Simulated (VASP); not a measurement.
Input:

```
W
1.0
   -1.58037     1.58037     1.58037
    1.58037    -1.58037     1.58037
    1.58037     1.58037    -1.58037
W
1
Cartesian
  0.00000   0.00000   0.00000
```

Computed with PBE GGA with D3 dispersion (zero damping), VASP's PBE PAW potentials (set 64) (plane waves; VASP 6.6.1). Settings: 520 eV cut-off, Gaussian smearing of 0.050 eV, potentials W_sv.

Unless said otherwise, spin-orbit coupling is left out, though it shifts the bands of the heavy elements here.

Q: Predict the band gap (along the path) with the smallest direct gap where there is one.

A: 
```yaml
band gap (along the path): none (metal, semimetal or under 0.01 eV)
```

Only differences to runs with the same potentials and settings are physical.

The compound is W in the bcc structure. It was relaxed first.
